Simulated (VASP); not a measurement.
Data:

```
AlBN2
1.0
    1.42078    -2.46086     0.00000
    1.42078     2.46086     0.00000
    0.00000     0.00000     9.35551
B N Al
2 4 2
Direct
  0.66667   0.33333   0.24506
  0.33333   0.66667   0.02245
  0.66667   0.33333   0.40733
  0.33333   0.66667   0.18811
  0.66667   0.33333   0.96677
  0.33333   0.66667   0.68414
  0.66667   0.33333   0.76429
  0.33333   0.66667   0.48586
```

Level of theory: PBEsol GGA, VASP's PBE PAW potentials (set 64) (plane waves; VASP). Settings: 520 eV cut-off, 10×10×3 Γ-centred mesh, tetrahedra with Blöchl corrections, potentials B N Al.

The cores are frozen, which limits the accuracy of field gradients.

Problem. Give the principal components of the electric field gradient (V/Å²) and the asymmetry η at each nucleus.

Solution. 
| atom | Vxx | Vyy | Vzz | η |
|---|---|---|---|---|
| B1 | 4.0 | 4.0 | -8.0 | 0.00 |
| B2 | 5.2 | 5.2 | -10.3 | 0.00 |
| N3 | -18.7 | -18.7 | 37.4 | 0.00 |
| N4 | 8.4 | 8.4 | -16.8 | 0.00 |
| N5 | 19.1 | 19.1 | -38.2 | 0.00 |
| N6 | -13.7 | -13.7 | 27.4 | 0.00 |
| Al7 | 0.5 | 0.5 | -1.0 | 0.00 |
| Al8 | -3.6 | -3.6 | 7.2 | 0.00 |

The structure was generated: Al2B2N4 was put into an ordered model structure (P3m1), which need not be its known phase. It was relaxed first.
